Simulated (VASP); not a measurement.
Here is the system:

```
CELL_PARAMETERS angstrom
      3.41417     0.00000     0.00000
     -1.70709     2.95676     0.00000
      0.00000     0.00000     5.62702
ATOMIC_POSITIONS crystal
  Be 0.33333 0.66667 0.00051
  Be 0.66667 0.33333 0.50051
  S  0.33333 0.66667 0.37449
  S  0.66667 0.33333 0.87449
```

These are PBEsol GGA, VASP's PBE PAW potentials (set 64) (plane waves; VASP) values and carry that method's errors. Settings: 400 eV cut-off, Gaussian smearing of 0.050 eV, potentials Be S.

Problem. Predict the band gap (along the path) with the smallest direct gap where there is one.

Solution. 
| Quantity | Value |
|---|---|
| band gap (along the path) | 3.45 eV |
| smallest direct gap (along the path) | 5.03 eV |

Only differences to runs with the same potentials and settings are physical.

The structure was generated: BeS was put into the wurtzite type (P6_3mc), which need not be its known phase. It was relaxed first, which changed the volume by +14 %.
